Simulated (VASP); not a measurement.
# TlCl (relaxed from the zinc blende structure, space group F-43m): computed properties

Computed with PBE GGA, VASP's PBE PAW potentials (set 64) (plane waves; VASP).

```yaml
space_group: F-43m (216)
cell: a = 7.1912 Å, b = 7.1912 Å, c = 7.1912 Å, α = 90.00°, β = 90.00°, γ = 90.00°
volume_per_atom: 46.49 Å³/atom
band gap (over mesh and band path): 3.25 eV
smallest direct gap (over mesh and band path): 3.34 eV
band_edge_character: indirect, W to X
density: 4.28 g/cm³
```

```xyz
2
Lattice="0.0000 3.5956 3.5956 3.5956 0.0000 3.5956 3.5956 3.5956 0.0000" Properties=species:S:1:pos:R:3 pbc="T T T"
Tl     7.1912     3.5956     3.5956
Cl     1.7978     1.7978     1.7978
```

Unless said otherwise, spin-orbit coupling is left out, though it shifts the bands of the heavy elements here.

The structure was generated: TlCl was put into the zinc blende type (F-43m), which need not be its known phase. It was relaxed first, which changed the volume by +100 %. Symmetry was kept, so distortions that lower it aren't found.
